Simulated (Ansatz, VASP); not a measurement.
This is a calculation of B2O for VASP 6.6.1.

The input INCAR:

```
ALGO = Normal
EDIFF = 1E-6
ENCUT = 520
GGA = PE
ISIF = 2
ISMEAR = -1
LASPH = T
LCHARG = F
LREAL = F
LWAVE = F
NBANDS = 21
NELM = 100
PREC = Accurate
SIGMA = 0.05
```

KPOINTS

```
k-points
0
Gamma
  11 11 4
```

The input POSCAR:

```
B2O
1.0
    2.8790000000      0.0000000000      0.0000000000
   -1.4395000000      2.4932871375      0.0000000000
    0.0000000000      0.0000000000      7.0520000000
O B
2 4
Direct
    0.3333333333      0.6666666667      0.6940000000
    0.6666666667      0.3333333333      0.3060000000
    0.3333333333      0.6666666667      0.9770000000
    0.6666666667      0.3333333333      0.0230000000
    0.0000000000      0.0000000000      0.6200000000
    0.0000000000      0.0000000000      0.3800000000
```

Potentials or basis: VASP PAW PBE potentials, release 64 (O, B).

Launch:

```console
$ cat potpaw_PBE.64/O/POTCAR potpaw_PBE.64/B/POTCAR > POTCAR
$ mpirun -np 1 vasp_std > vasp.out
```

Q: Set up the same calculation for Ansatz 0.2.0. Potentials there: Ansatz PAW.

A: As run (the cutoff follows the program's own potentials):

Contents of input.yaml:

```yaml
crystal:
  lattice:
    - [2.879, 0.0, 0.0]
    - [-1.4395, 2.4932871375, 0.0]
    - [0.0, 0.0, 7.052]
  atoms:
    - { symbol: O, position: [0.3333333333, 0.6666666667, 0.694] }
    - { symbol: O, position: [0.6666666667, 0.3333333333, 0.306] }
    - { symbol: B, position: [0.3333333333, 0.6666666667, 0.977] }
    - { symbol: B, position: [0.6666666667, 0.3333333333, 0.023] }
    - { symbol: B, position: [0.0, 0.0, 0.62] }
    - { symbol: B, position: [0.0, 0.0, 0.38] }
hamiltonian:
  xc: pbe
  pseudopotentials: { kind: paw }
kpoints:
  mp_grid: { grid: [11, 11, 4] }
scf:
  occupations: { method: fermi_dirac, width: 0.05 }
output:
  forces: true
  stress: true
  eigenvalues: true
```

Potentials or basis: Ansatz PAW.

Launch:

```bash
$ ansatz run input.yaml --threads 2 --pin off --max-ram 5120MiB --backend cpu --events-out ev --progress --plain --runs-dir out
```

Both were run:

|  | VASP | Ansatz | Ansatz less VASP |
| --- | --- | --- | --- |
| gap on the k mesh at the Fermi level (eV) | none | none | - |
| pressure (GPa) | -19.2 | -19.1 | +0.05 |
| largest component of the traceless stress (GPa) | 18.68 | 18.86 | +0.182 |
| rms of the force components (eV/Å) | 0.065 | 0.068 | +0.0029 |

Atom by atom the forces differ by 0.006 eV/Å (rms over components). A gap of «none» marks a metal or a gap that the smearing closes.

Caveats: so large a pressure means that the cell lies far from this level's equilibrium, or that cutoff or potentials fall short; the pressure holds a Pulay correction of +0.7 GPa for the finite cutoff (Ansatz).
